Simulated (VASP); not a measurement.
# A VASP study of Si3Os (TPSS): structure first, properties next, part 2 of 2

What structure does Si3Os take at this level, and what are its properties? The cell is invented: other elements were put on sites of a known structure type. It may not be a known or stable phase. Left out of this account: 1 further run (bands with TPSS: it shows nothing beyond the runs told).

VASP 6.6.1, plane waves and PAW; the level of theory is named at each step.

Still holding for the runs below: The k-mesh is coarse for a metal. Spin-orbit coupling is off here; with elements this heavy it splits and shifts levels by tenths of an eV or more.

So far. Step 5 (Band structure (TPSS)): There is no gap at this level. Step 6 (Density of states (TPSS)): The finer mesh and the other smearing move the Fermi level by +0.03 eV from the 8×8×8 run, a small shift, which tests the Fermi level alone. Of the states within 0.3 eV of the Fermi level, the largest shares in the PAW spheres are Os d 33 %, Si s 13 % and Si p 12 %. The rest lies in smaller channels or between the spheres.

## Step 7: Starting orbitals for the hybrid (continued)

At this level the cell is under a pressure of 4.5 GPa, so at these settings it is away from equilibrium.

Numbers from this step:

```
SCF cycles              : 12
bands                   : 16
irreducible k-points    : 18
free energy (TOTEN)     : -26.36 eV
energy at zero smearing : -26.36 eV
Fermi energy            : 11.18 eV
pressure                : 4.490 GPa
```

## Step 8: Bands along the symmetry lines (HSE06)

This step: HSE06; plane waves and PAW (Si, Os); invented cell (VASP 6.6.1).

HSE06 mixes in a quarter of exact exchange at short range, at far higher cost; in semiconductors this cures much of the gap error, while metals seldom gain.

File INCAR:

```
SYSTEM = Si3Os
PREC = Accurate
ENCUT = 400
EDIFF = 1E-06
NELM = 100
ISMEAR = 0
SIGMA = 0.05
LREAL = .FALSE.
ALGO = Normal
LHFCALC = .TRUE.
AEXX = 0.25
GGA = PE
HFSCREEN = 0.2
LASPH = .TRUE.
NBANDS = 16
PRECFOCK = Fast
LORBIT = 11
LWAVE = .FALSE.
LCHARG = .FALSE.
KPAR = 2
```

File POSCAR:

```
Si3Os
1.0
   -1.9372027446      1.9372027446      3.5048178866
    1.9372027446     -1.9372027446      3.5048178866
    1.9372027446      1.9372027446     -3.5048178866
Si Os
3 1
Direct
    0.5000000000      0.5000000000      0.0000000000
    0.7500000000      0.2500000000      0.5000000000
    0.2500000000      0.7500000000      0.5000000000
    0.0000000000      0.0000000000      0.0000000000
```

File KPOINTS:

```
Automatic mesh
0
Gamma
5 5 5
0 0 0
```

File KPOINTS_OPT:

```
Line mode
6
Line-mode
Reciprocal
  0.00000000   0.00000000   0.00000000 GAMMA
  0.00000000   0.00000000   0.50000000 X

  0.00000000   0.00000000   0.50000000 X
 -0.15275282   0.15275282   0.50000000 Y

 -0.15275282   0.15275282   0.50000000 Y
 -0.32637641   0.32637641   0.32637641 S

 -0.32637641   0.32637641   0.32637641 S
  0.00000000   0.00000000   0.00000000 GAMMA

  0.00000000   0.00000000   0.00000000 GAMMA
  0.50000000   0.50000000  -0.50000000 Z

  0.50000000   0.50000000  -0.50000000 Z
  0.32637641   0.67362359  -0.32637641 S1

  0.32637641   0.67362359  -0.32637641 S1
  0.00000000   0.50000000   0.00000000 N

  0.00000000   0.50000000   0.00000000 N
  0.25000000   0.25000000   0.25000000 P

  0.25000000   0.25000000   0.25000000 P
  0.50000000   0.50000000  -0.15275282 Y1

  0.50000000   0.50000000  -0.15275282 Y1
  0.50000000   0.50000000  -0.50000000 Z

  0.00000000   0.00000000   0.50000000 X
  0.25000000   0.25000000   0.25000000 P
```

PAW data sets: Si and Os (PBE family, release 64).

The WAVECAR or CHGCAR of an earlier step is read.

The run is started by

```
$ mpirun -np 2 vasp_std
```

Wall time 18 min (2 MPI ranks of Intel Xeon 6975P-C (Granite Rapids), shared host); peak memory 0.57 GiB.

This step gave:

```
SCF cycles              : 9
free energy (TOTEN)     : -30.53 eV
energy at zero smearing : -30.53 eV
Fermi energy            : 11.15 eV
```

The electronic bands at the labelled points (eV, zero at the Fermi level; # counts the bands kept):

```csv
point,#6,#7,#8,#9,#10,#11,#12,#13
Γ,-3.44,-3.38,-2.15,-2.15,0.32,0.99,2.87,2.87
0.60 of the way,-3.69,-2.57,-1.78,-0.49,-0.29,1.12,3.74,4.44
X,-4.90,-2.61,-2.48,0.64,1.98,2.46,2.81,4.79
0.60 of the way,-4.81,-2.60,-2.17,0.82,1.00,3.03,3.65,4.54
Y,-4.64,-2.83,-1.73,0.44,1.28,3.26,4.20,4.60
0.40 of the way,-4.19,-3.02,-1.60,0.01,1.01,3.35,3.66,4.55
S,-3.68,-2.82,-1.57,-0.68,0.25,2.11,4.62,5.14
0.40 of the way,-3.51,-3.01,-1.88,-1.00,0.66,2.10,2.11,3.03
Γ,-3.44,-3.38,-2.15,-2.15,0.32,0.99,2.87,2.87
0.40 of the way,-2.90,-2.38,-2.38,-1.66,-0.98,1.92,2.17,2.17
Z,-3.49,-3.49,-2.93,0.41,2.26,3.91,4.91,4.91
0.40 of the way,-3.57,-3.56,-2.69,0.46,2.35,3.01,3.76,4.89
S1,-3.68,-2.82,-1.57,-0.68,0.25,2.11,4.62,5.14
0.40 of the way,-4.13,-2.96,-1.49,-1.30,0.33,2.25,3.86,5.12
N,-3.99,-2.73,-1.96,-1.54,0.43,3.07,3.43,3.84
0.60 of the way,-3.65,-2.64,-2.03,-0.21,-0.12,2.28,3.31,5.07
P,-3.49,-2.84,-2.48,-0.90,1.09,1.86,1.86,7.50
0.60 of the way,-4.74,-2.55,-2.20,0.61,0.74,2.45,3.04,5.53
Y1,-4.64,-2.83,-1.73,0.44,1.28,3.26,4.20,4.60
0.60 of the way,-3.78,-3.56,-2.21,0.97,1.86,2.16,3.57,4.99
Z,-3.49,-3.49,-2.93,0.41,2.26,3.91,4.91,4.91
jump to X,-4.90,-2.61,-2.48,0.64,1.98,2.46,2.81,4.79
0.60 of the way,-4.60,-2.65,-2.48,-0.03,1.27,1.88,2.12,6.55
P,-3.49,-2.84,-2.48,-0.90,1.09,1.86,1.86,7.50
```

Of the projections kept (Si, Os), the largest for each band there; the rest of the weight can lie on other orbitals:

```csv
point,#6,#7,#8,#9,#10,#11,#12,#13
Γ,Os 1.00,Si 1.00,Si 0.74,Si 0.74,Os 0.65,Si 0.63,Os 0.78,Os 0.78
X,Os 0.82,Os 1.00,Os 0.97,Os 0.87,Os 0.84,Si 0.58,Si 0.89,Os 0.57
Y,Os 0.84,Os 0.93,Os 0.95,Os 0.72,Os 0.72,Si 0.92,Si 0.59,Os 0.60
S,Os 0.85,Os 0.89,Os 0.77,Si 0.56,Si 0.90,Si 0.58,Os 0.56,Os 0.57
Γ,Os 1.00,Si 1.00,Si 0.74,Si 0.74,Os 0.65,Si 0.63,Os 0.78,Os 0.78
Z,Os 0.96,Os 0.96,Os 1.00,Os 0.78,Os 0.62,Si 1.00,Si 1.00,Si 1.00
```

There is no gap at this level.

Of the bands kept, 2 cross the Fermi level on this path.

## Step 9: Summary of results

```json
{"relaxed volume": "13.15 Å³/atom", "relaxed conventional cell a, b, c": "3.874, 3.874, 7.010 Å", "space group after relaxing, within 0.02 Å": "I4/mmm (No. 139)", "band gap": "none, a metal", "DOS at the Fermi level": "2.22 states/eV/cell", "band gap (HSE06)": "none, a metal"}
```

**Reading.** With TPSS, Si3Os relaxes to 13.15 Å³/atom in space group I4/mmm (held by the symmetry of the run) and comes out as a metal. Band structure (TPSS): Of the bands kept, 2 cross the Fermi level on this path. Bands along the symmetry lines (HSE06): Of the bands kept, 2 cross the Fermi level on this path. The other levels ran on the cell relaxed with TPSS, and without spin-orbit coupling unless named. Spin-orbit coupling is left out, and with elements this heavy it would split and shift bands near the Fermi level. No search among competing phases was made. All values are for a static lattice at zero temperature.

[Lines on the potential files, build, host, timing and source positions are cut from VASP's logs without a mark.]

[Logs are printed without paths, hosts, clocks, repeated set-up lines and the standing remarks that a program may print on its own settings, such as how far it seeks lower states.]

[Hosts, paths, dates, database ids (printed as entryN), source tags and the programs' standing remarks are cut or masked in the printed files.]

[A measured line is paired with the nearest computed mode of its activity, which favours agreement.]
